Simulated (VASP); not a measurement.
A run of VASP 6.6.1 is set up as follows.

File INCAR:

```
SYSTEM = Ba16O
  PREC = Accurate
  ENCUT = 520
  EDIFF = 1E-7
  ISMEAR = -1
  SIGMA = 0.1
  LREAL = Auto
  LASPH = .True.
  NELM = 60
  ALGO = Normal
  ISIF = 2
  LWAVE = .False.
  LCHARG = .False.
  GGA = PS
  IBRION = 2
  NSW = 45
  EDIFFG = -0.08
```

Contents of KPOINTS:

```
Automatic mesh
0
Gamma
  1 1 1
  0 0 0
```

POSCAR

```
Ba16O
1.0
   10.0400000000      0.0000000000      0.0000000000
    0.0000000000     10.0400000000      0.0000000000
    0.0000000000      0.0000000000     10.0400000000
Ba O
16 1
Direct
    0.0000000000      0.0000000000      0.0000000000
    0.5000000000      0.0000000000      0.0000000000
    0.0000000000      0.5000000000      0.0000000000
    0.0000000000      0.0000000000      0.5000000000
    0.2500000000      0.2500000000      0.2500000000
    0.5000000000      0.5000000000      0.0000000000
    0.5000000000      0.0000000000      0.5000000000
    0.7500000000      0.2500000000      0.2500000000
    0.0000000000      0.5000000000      0.5000000000
    0.2500000000      0.7500000000      0.2500000000
    0.2500000000      0.2500000000      0.7500000000
    0.5000000000      0.5000000000      0.5000000000
    0.7500000000      0.7500000000      0.2500000000
    0.7500000000      0.2500000000      0.7500000000
    0.2500000000      0.7500000000      0.7500000000
    0.7500000000      0.7500000000      0.7500000000
    0.2484795000      0.0001079000      0.8796760000
```

Potentials or basis: VASP PAW PBE potentials, release 64 (Ba_sv, O).

The run is started by

```bash
$ cat potpaw_PBE.64/Ba_sv/POTCAR potpaw_PBE.64/O/POTCAR > POTCAR
$ mpirun -np 1 vasp_gam > vasp.out
```

What does it give for the band gap on the k mesh?

0.79 eV, direct.

Predict the energy gained by relaxing.

47.1 meV/atom.

Stress tensor (GPa, compression positive):
```
-1.78  0.00  0.00
 0.00 -1.75  0.00
 0.00  0.00 -1.47
```

Caveat: the PAW data sets were made with another functional, which shifts forces and pressure a little; spin-orbit coupling is left out, which moves the levels of the heavy elements.
